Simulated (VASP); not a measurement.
Input:

```
CdSe
1.0
    4.40780     0.00000     0.00000
   -2.20390     3.81726     0.00000
    0.00000     0.00000    30.52930
Cd Se
6 6
Direct
  0.00000   0.00000   0.71943
  0.00000   0.00000   0.36871
  0.66667   0.33333   0.60246
  0.33333   0.66667   0.25174
  0.66667   0.33333   0.83622
  0.33333   0.66667   0.48550
  0.00000   0.00000   0.63147
  0.00000   0.00000   0.28075
  0.66667   0.33333   0.51450
  0.33333   0.66667   0.16378
  0.66667   0.33333   0.74854
  0.33333   0.66667   0.39782
```

Level of theory: PBEsol GGA, VASP's PBE PAW potentials (set 64) (plane waves; VASP). Run with 300 eV cut-off, 6×6×1 Γ-centred mesh, Fermi-Dirac smearing of 0.10 eV, potentials Cd Se.

The cell holds a wide vacuum, so values per volume refer to the whole cell.

### Question
Estimate the energy per atom (σ→0), band gap (on the k-mesh) with the smallest direct gap where there is one.

### Answer

```yaml
band gap (on the k-mesh): none (metal, semimetal or under 0.01 eV)
energy per atom (σ→0): -2.708 eV/atom
```

Only differences to runs with the same potentials and settings are physical.

The cell is a sheet with vacuum, built from a generated structure.
